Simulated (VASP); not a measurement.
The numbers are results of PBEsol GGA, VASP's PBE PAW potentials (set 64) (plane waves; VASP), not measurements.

The input files of a VASP run:

KPOINTS:
```
k-points along high-symmetry lines
15
Line-mode
Reciprocal
  0.000000   0.000000   0.000000 ! GAMMA
 -0.500000  -0.500000   0.000000 ! X

 -0.500000  -0.500000   0.000000 ! X
 -0.375000  -0.375000   0.250000 ! U

 -0.375000  -0.000000   0.375000 ! K
  0.000000   0.000000   0.000000 ! GAMMA

  0.000000   0.000000   0.000000 ! GAMMA
  0.000000   0.000000   0.500000 ! L

  0.000000   0.000000   0.500000 ! L
 -0.500000  -0.250000   0.250000 ! W

 -0.500000  -0.250000   0.250000 ! W
 -0.500000  -0.500000   0.000000 ! X
```

### POSCAR
```
YSb
3.430960
  0.0000000000   0.9999999570   0.9999999570
  0.9999999570   0.0000000000   0.9999999570
  0.9999999570   0.9999999570   0.0000000000
Y Sb
1 1
direct
  0.0000000000   0.0000000000   0.0000000000
  0.2500000000   0.2500000000   0.2500000000
```

### INCAR
```
ALGO=Normal
EDIFF=1E-7
ENCUT=400
GGA=PS
ICHARG=11
ISMEAR=0
LASPH=.TRUE.
LCHARG=.FALSE.
LMAXMIX=4
LORBIT=11
LREAL=.FALSE.
LWAVE=.FALSE.
NELM=100
PREC=Accurate
SIGMA=0.05
SYSTEM=YSb
```

POTCAR, in this order: Y_sv Sb (PBE.64 set). Program: vasp_std. Read from the step before: CHGCAR.

The run wrote:

### OUTCAR
```
 ion  position               nearest neighbor table
   1  0.000  0.000  0.000-   2 2.97   2 2.97   2 2.97   2 2.97
   2  0.250  0.250  0.250-   1 2.97   1 2.97   1 2.97   1 2.97
  LATTYP: Found a face centered cubic cell.
 ALAT       =     6.8619197050
 Subroutine PRICEL returns:
 Original cell was already a primitive cell.
 Subroutine GETGRP returns: Found 24 space group operations
The static configuration has the point symmetry T_d .
The dynamic configuration has the point symmetry T_d .
 Subroutine INISYM returns: Found 24 space group operations
   k-points           NKPTS =     90   k-points in BZ     NKDIM =     90   number of bands    NBANDS=     12
   number of dos      NEDOS =    301   number of ions     NIONS =      2
   total plane-waves  NPLWV =  32768
   dimension x,y,z NGX =    32 NGY =   32 NGZ =   32
   dimension x,y,z NGXF=    64 NGYF=   64 NGZF=   64
   ions per type =               1   1
   PREC   = accura    normal or accurate (medium, high low for compatibility)
   ISTART =      0    job   : 0-new  1-cont  2-samecut
   ICHARG =     11    charge: 1-file 2-atom 10-const
   ISPIN  =      1    spin polarized calculation?
   LNONCOLLINEAR =      F non collinear calculations
   LSORBIT =      F    spin-orbit coupling
   INIWAV =      1    electr: 0-lowe 1-rand  2-diag
   ENCUT  =  400.0 eV  29.40 Ry    5.42 a.u.   7.91  7.91  7.91*2*pi/ulx,y,z
   NELM   =    100;   NELMIN=  2; NELMDL= -5     # of ELM steps
   EDIFF  = 0.1E-06   stopping-criterion for ELM
   LREAL  =      F    real-space projection
   NLSPLINE    = F    spline interpolate recip. space projectors
   LMAXMIX     =    4 max onsite mixed and CHGCAR
   VOSKOWN=      0    Vosko Wilk Nusair interpolation
   EDIFFG = 0.1E-05   stopping-criterion for IOM
   NSW    =      0    number of steps for IOM
   NBLOCK =      1;   KBLOCK =      1    inner block; outer block
   IBRION =     -1    ionic relax: 0-MD 1-quasi-New 2-CG
   NFREE  =      0    steps in history (QN), initial steepest desc. (CG)
   ISIF   =      2    stress and relaxation
   ISYM   =      2    0-nonsym 1-usesym 2-fastsym
   TEIN   =    0.0    initial temperature
   TEBEG  =    0.0;   TEEND  =   0.0 temperature during run
   SMASS  =  -3.00    Nose mass-parameter (am)
   PSTRESS=    0.0 pullay stress
   NELECT =      16.0000    total number of electrons
   EFERMI =   0.00;   METHOD = LEGACY
   ISMEAR =     0;   SIGMA  =   0.05  broadening in eV -4-tet -1-fermi 0-gaus
   IALGO  =     38    algorithm
   LDIAG  =      T    sub-space diagonalisation (order eigenvalues)
   IMIX   =      4    mixing-type and parameters
     AMIX     =   0.40;   BMIX     =  1.00
     AMIX_MAG =   1.60;   BMIX_MAG =  1.00
     AMIN     =   0.10
   GGA     = PS    functional components
   VOSKOWN =     0    Vosko Wilk Nusair interpolation
   LHFCALC =     F    Hartree Fock is set to
   LHFONE  =     F    Hartree Fock one center treatment
   AEXX    =    0.0000 exact exchange contribution
   IVDW    =     0    specifies the selected vdW correction
   LEPSILON=     F    determine dielectric tensor
   LRPA    =     F    only Hartree local field effects (RPA)
  energy-cutoff  :      400.00
  volume of cell :       80.77
      direct lattice vectors                 reciprocal lattice vectors
     0.000000000  3.430959853  3.430959853    -0.145731813  0.145731813  0.145731813
     3.430959853  0.000000000  3.430959853     0.145731813 -0.145731813  0.145731813
     3.430959853  3.430959853  0.000000000     0.145731813  0.145731813 -0.145731813
 k-point     1 :   0.0000 0.0000 0.0000  plane waves:    1459
 k-point     2 :  -0.0357-0.0357 0.0000  plane waves:    1459
 k-point     3 :  -0.0714-0.0714 0.0000  plane waves:    1455
 k-point     4 :  -0.1071-0.1071 0.0000  plane waves:    1451
 k-point     5 :  -0.1429-0.1429 0.0000  plane waves:    1447
 k-point     6 :  -0.1786-0.1786 0.0000  plane waves:    1463
 k-point     7 :  -0.2143-0.2143 0.0000  plane waves:    1471
 k-point     8 :  -0.2500-0.2500 0.0000  plane waves:    1475
 k-point     9 :  -0.2857-0.2857 0.0000  plane waves:    1463
 k-point    10 :  -0.3214-0.3214 0.0000  plane waves:    1463
...
```

File OSZICAR:
```
       N       E                     dE             d eps       ncg     rms          rms(c)
DAV:   1     0.428006082996E+02    0.42801E+02   -0.63469E+03  2272   0.948E+02
DAV:   2    -0.866030932193E+01   -0.51461E+02   -0.48596E+02  2612   0.185E+02
DAV:   3    -0.120583023576E+02   -0.33980E+01   -0.33388E+01  3284   0.357E+01
DAV:   4    -0.122189994859E+02   -0.16070E+00   -0.16025E+00  3060   0.794E+00
DAV:   5    -0.122255901210E+02   -0.65906E-02   -0.65895E-02  3060   0.131E+00
DAV:   6    -0.122256747291E+02   -0.84608E-04   -0.84604E-04  2996   0.170E-01
DAV:   7    -0.122256763091E+02   -0.15800E-05   -0.15800E-05  3172   0.221E-02
DAV:   8    -0.122256763328E+02   -0.23696E-07   -0.23684E-07  2564   0.278E-03
   1 F= -.12225676E+02 E0= -.12225676E+02  d E =-.166861E-25
```

File OUTCAR:
```
 val. band max:        1.7538425220   @ k =  -0.5000  -0.5000   0.0000

 cond. band min:       3.1025756891   @ k =  -0.5000  -0.5000   0.0000



 k-point     1 :       0.0000    0.0000    0.0000
  band No.  band energies     occupation
      1     -40.4648      2.00000
      2     -20.4561      2.00000
      3     -20.4561      2.00000
      4     -20.4561      2.00000
      5      -6.2656      2.00000
      6       1.1848      2.00000
      7       1.1848      2.00000
      8       1.1848      2.00000
      9       4.5065      0.00000
     10       4.5065      0.00000
     11       4.5532      0.00000
     12       8.0298      0.00000

 k-point     2 :      -0.0357   -0.0357    0.0000
  band No.  band energies     occupation
      1     -40.4647      2.00000
      2     -20.4567      2.00000
      3     -20.4563      2.00000
      4     -20.4563      2.00000
      5      -6.2566      2.00000
      6       1.1503      2.00000
      7       1.1896      2.00000
      8       1.1896      2.00000
      9       4.4814      0.00000
     10       4.5132      0.00000
     11       4.6136      0.00000
     12       7.9884      0.00000

 k-point     3 :      -0.0714   -0.0714    0.0000
  band No.  band energies     occupation
      1     -40.4647      2.00000
      2     -20.4581      2.00000
      3     -20.4568      2.00000
      4     -20.4568      2.00000
      5      -6.2299      2.00000
      6       1.0544      2.00000
      7       1.2038      2.00000
      8       1.2038      2.00000
      9       4.4083      0.00000
     10       4.5328      0.00000
     11       4.7871      0.00000
     12       7.8663      0.00000

 k-point     4 :      -0.1071   -0.1071    0.0000
  band No.  band energies     occupation
      1     -40.4645      2.00000
      2     -20.4606      2.00000
      3     -20.4576      2.00000
      4     -20.4576      2.00000
      5      -6.1865      2.00000
      6       0.9159      2.00000
      7       1.2275      2.00000
...
```

The density is held fixed in this step, so its total energy and stress have no physical meaning. Unless said otherwise, spin-orbit coupling is left out, though it shifts the bands of the heavy elements here.

The structure was generated: YSb was put into the zinc blende type (F-43m), which need not be its known phase. It was relaxed first, which changed the volume by -26 %.
